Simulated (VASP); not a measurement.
Computed with PW91 GGA, VASP's PBE PAW potentials (set 64) (plane waves; VASP).

Input for VASP

### KPOINTS
```
Automatic
0
gamma
7 7 7
```

**POSCAR**
```
Bi2Se3
1
   10.1579522905    -2.0959747782     0.0520828707
   10.1579522905     2.0959747782     0.0520828707
    9.7070028161    -0.0000000000     3.6543010683
Bi Se
2 3
Direct
  0.3977687622   0.3977687622   0.3977687622
  0.6022312378   0.6022312378   0.6022312378
  1.0000000000   1.0000000000   0.0000000000
  0.2169609711   0.2169609711   0.2169609711
  0.7830390289   0.7830390289   0.7830390289
```

### INCAR
```
ALGO = Normal
EDIFF = 1E-7
ENCUT = 520
GGA = 91
ISIF = 2
ISMEAR = -5
LASPH = .TRUE.
LCHARG = .TRUE.
LEFG = .TRUE.
LMAXMIX = 4
LORBIT = 11
LREAL = .FALSE.
LWAVE = .FALSE.
NEDOS = 601
NELM = 100
PREC = Accurate
SYSTEM = Bi2Se3
```

POTCAR, in this order: Bi_d Se (PBE.64 set). Program: vasp_std.

Without a dispersion term in the relaxation, distances and binding between the weakly bound layers, chains or molecules are unreliable, and so is what depends on them. Unless said otherwise, spin-orbit coupling is left out, though it shifts the bands of the heavy elements here.

Predict the energy per atom (σ→0), band gap (on the k-mesh).

```json
{
 "energy per atom (σ→0)": "-392.8 kJ/mol-atom",
 "band gap (on the k-mesh)": "0.49 eV"
}
```

File OSZICAR:
```
...
DAV:  10    -0.203543220781E+02   -0.30739E-03   -0.29083E-03  2764   0.305E-01    0.672E-02
DAV:  11    -0.203544324521E+02   -0.11037E-03   -0.54230E-04  3604   0.115E-01    0.434E-02
DAV:  12    -0.203544535052E+02   -0.21053E-04   -0.10748E-04  3468   0.566E-02    0.178E-02
DAV:  13    -0.203544525412E+02    0.96393E-06   -0.27924E-05  3092   0.393E-02    0.422E-03
DAV:  14    -0.203544527018E+02   -0.16053E-06   -0.21672E-06  2756   0.842E-03    0.167E-03
DAV:  15    -0.203544528364E+02   -0.13463E-06   -0.53106E-07  2432   0.440E-03    0.814E-04
DAV:  16    -0.203544528324E+02    0.40181E-08   -0.43032E-08  1704   0.134E-03
   1 F= -.20354453E+02 E0= -.20354453E+02  d E =0.000000E+00
```

The compound is Bi2Se3 in the tetradymite structure. It was relaxed first, which changed the volume by +8 %.
